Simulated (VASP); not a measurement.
Output of a VASP run:

**OUTCAR**
```
 ion  position               nearest neighbor table
   1  0.667  0.667  0.000-   2 2.49   2 2.49   2 2.49   2 2.49   3 2.49   3 2.49   3 2.49   3 2.49
                             3 2.51   2 2.52
   2  0.333  0.333  0.000-   1 2.49   1 2.49   1 2.49   1 2.49   3 2.49   3 2.49   3 2.49   3 2.49
                             3 2.51   1 2.52
   3  0.000  0.000  0.000-   1 2.49   2 2.49   1 2.49   2 2.49   1 2.49   2 2.49   2 2.49   1 2.49
                             1 2.51   2 2.51
  LATTYP: Found a body centered tetragonal cell.
 ALAT       =     3.0421176546
 C/A-ratio  =     2.4768708286
 Subroutine PRICEL returns:
 Original cell was already a primitive cell.
 Subroutine GETGRP returns: Found 16 space group operations
The static configuration has the point symmetry D_4h.
The dynamic configuration has the point symmetry D_4h.
 Subroutine INISYM returns: Found 16 space group operations
 Subroutine IBZKPT returns following result:
 Found    244 irreducible k-points:

 Following reciprocal coordinates:
            Coordinates               Weight
  0.000000  0.000000  0.000000      1.000000
  0.071429  0.000000  0.000000      8.000000
  0.142857  0.000000 -0.000000      8.000000
  0.214286  0.000000 -0.000000      8.000000
  0.285714  0.000000 -0.000000      8.000000
  0.357143  0.000000  0.000000      8.000000
  0.428571  0.000000 -0.000000      8.000000
  0.500000  0.000000  0.000000      4.000000
  0.071429  0.071429 -0.000000      8.000000
  0.142857  0.071429 -0.000000     16.000000
  0.214286  0.071429 -0.000000     16.000000
  0.285714  0.071429 -0.000000     16.000000
  0.357143  0.071429  0.000000     16.000000
  0.428571  0.071429  0.000000     16.000000
  0.500000  0.071429 -0.000000     16.000000
 -0.428571  0.071429  0.000000     16.000000
 -0.357143  0.071429  0.000000     16.000000
 -0.285714  0.071429  0.000000     16.000000
 -0.214286  0.071429  0.000000     16.000000
 -0.142857  0.071429  0.000000     16.000000
 -0.071429  0.071429  0.000000      4.000000
  0.142857  0.142857 -0.000000      8.000000
  0.214286  0.142857 -0.000000     16.000000
  0.285714  0.142857 -0.000000     16.000000
  0.357143  0.142857 -0.000000     16.000000
  0.428571  0.142857 -0.000000     16.000000
  0.500000  0.142857 -0.000000     16.000000
 -0.428571  0.142857  0.000000     16.000000
 -0.357143  0.142857  0.000000     16.000000
 -0.285714  0.142857  0.000000     16.000000
 -0.214286  0.142857  0.000000     16.000000
 -0.142857  0.142857  0.000000      4.000000
  0.214286  0.214286 -0.000000      8.000000
  0.285714  0.214286 -0.000000     16.000000
  0.357143  0.214286 -0.000000     16.000000
  0.428571  0.214286 -0.000000     16.000000
  0.500000  0.214286 -0.000000     16.000000
 -0.428571  0.214286  0.000000     16.000000
 -0.357143  0.214286 -0.000000     16.000000
 -0.285714  0.214286 -0.000000     16.000000
   k-points           NKPTS =    244   k-points in BZ     NKDIM =    244   number of bands    NBANDS=     15
   number of dos      NEDOS =    301   number of ions     NIONS =      3
   total plane-waves  NPLWV =  32768
   dimension x,y,z NGX =    32 NGY =   32 NGZ =   32
   dimension x,y,z NGXF=    64 NGYF=   64 NGZF=   64
   ions per type =               2   1
   PREC   = accura    normal or accurate (medium, high low for compatibility)
   ISTART =      0    job   : 0-new  1-cont  2-samecut
   ICHARG =      2    charge: 1-file 2-atom 10-const
   ISPIN  =      1    spin polarized calculation?
   LNONCOLLINEAR =      F non collinear calculations
   LSORBIT =      F    spin-orbit coupling
   INIWAV =      1    electr: 0-lowe 1-rand  2-diag
   ENCUT  =  500.0 eV  36.75 Ry    6.06 a.u.   7.91  7.91  7.91*2*pi/ulx,y,z
   NELM   =    100;   NELMIN=  2; NELMDL= -5     # of ELM steps
   EDIFF  = 0.1E-05   stopping-criterion for ELM
   LREAL  =      F    real-space projection
   NLSPLINE    = F    spline interpolate recip. space projectors
   LMAXMIX     =    4 max onsite mixed and CHGCAR
...
```

OSZICAR:
```
       N       E                     dE             d eps       ncg     rms          rms(c)
DAV:   1     0.124547376705E+03    0.12455E+03   -0.11462E+04  7336   0.137E+03
DAV:   2    -0.206476678256E+02   -0.14520E+03   -0.14336E+03  9126   0.342E+02
DAV:   3    -0.233227594732E+02   -0.26751E+01   -0.26490E+01  9525   0.430E+01
DAV:   4    -0.233338001149E+02   -0.11041E-01   -0.11040E-01  8594   0.328E+00
DAV:   5    -0.233338871007E+02   -0.86986E-04   -0.86984E-04  9553   0.266E-01    0.297E+01
DAV:   6    -0.226491447909E+02    0.68474E+00   -0.50994E+00  8629   0.171E+01    0.823E+00
DAV:   7    -0.225672193479E+02    0.81925E-01   -0.57358E-01  8300   0.514E+00    0.604E+00
DAV:   8    -0.225401339594E+02    0.27085E-01   -0.75190E-02  8713   0.244E+00    0.462E-01
DAV:   9    -0.225396154315E+02    0.51853E-03   -0.16715E-03  8993   0.360E-01    0.210E-01
DAV:  10    -0.225395783449E+02    0.37087E-04   -0.40085E-04  8734   0.191E-01    0.561E-02
DAV:  11    -0.225395718019E+02    0.65430E-05   -0.79353E-05  8846   0.749E-02    0.162E-02
DAV:  12    -0.225395717006E+02    0.10130E-06   -0.71831E-06  8398   0.201E-02
   1 F= -.12746852E+02 E0= -.12746845E+02  d E =-.127469E+02
```

**OUTCAR**
```
------------------------ aborting loop because EDIFF is reached ----------------------------------------
  FORCE on cell =-STRESS in cart. coord.  units (eV):
  Direction    XX          YY          ZZ          XY          YZ          ZX
  --------------------------------------------------------------------------------------
  Total        9.7861937      9.7861937      9.7516546      0.0000000     -0.0000000      0.0000000
  in kB      449.7001234    449.7001234    448.1129679      0.0000000     -0.0000000      0.0000000
  external PRESSURE =      -0.8289284 kB  Pullay stress =     450.0000000 kB
  volume of cell :       34.87
      direct lattice vectors                 reciprocal lattice vectors
    -1.521058827  1.521058827  3.767466238     0.000000000  0.328718384  0.132715191
     1.521058827 -1.521058827  3.767466238     0.328718384  0.000000000  0.132715191
     1.521058827  1.521058827 -3.767466238     0.328718384  0.328718384  0.000000000
 POSITION                                       TOTAL-FORCE (eV/Angst)
 -----------------------------------------------------------------------------------
      0.00000      0.00000      5.02511        -0.000000     -0.000000      0.009615
      0.00000      0.00000      2.50982         0.000000      0.000000     -0.009615
      0.00000      0.00000      0.00000         0.000000      0.000000      0.000000
 -----------------------------------------------------------------------------------
    total drift:                                0.000000     -0.000000     -0.000000
  FREE ENERGIE OF THE ION-ELECTRON SYSTEM (eV)
  ---------------------------------------------------
  free  energy   TOTEN  =       -22.5395717006 eV

  energy  without entropy=      -22.5395502673  energy(sigma->0) =      -22.53956456
  enthalpy is  TOTEN    =       -12.7468522333 eV   P V=        9.7927194673

 reached required accuracy - stopping structural energy minimisation
```
(Selected blocks of OUTCAR.)

File POSCAR:
```
MoSi2
1
   -1.5210588273     1.5210588273     3.7674662379
    1.5210588273    -1.5210588273     3.7674662379
    1.5210588273     1.5210588273    -3.7674662379
Si Mo
2 1
Direct
  0.6669090888   0.6669090888   0.0000000000
  0.3330909112   0.3330909112   0.0000000000
  0.0000000000   0.0000000000   0.0000000000
```

Q: Reconstruct the remaining input files.

A: This is not unique; one that fits is the input of the run itself, PBE GGA, plane waves, VASP's PBE PAW potentials (set 64).

INCAR:
```
SYSTEM = MoSi2
PREC = Accurate; ENCUT = 500; LREAL = .FALSE.
LASPH = .TRUE.
EDIFF = 1E-6; NELM = 100; ALGO = Normal
LMAXMIX = 4
ISMEAR = 1; SIGMA = 0.1
GGA = PE
IBRION = 2; NSW = 40; ISIF = 3
EDIFFG = -0.02; PSTRESS = 450
LWAVE = .FALSE.; LCHARG = .FALSE.
```

File KPOINTS:
```
Automatic mesh
0
Gamma
14 14 14
0 0 0
```

POTCAR, in this order: Si Mo_sv (PBE.64 set). Program: vasp_std.

The compound is MoSi2 in the MoSi2 type structure. It was relaxed first under an external pressure of 45 GPa.
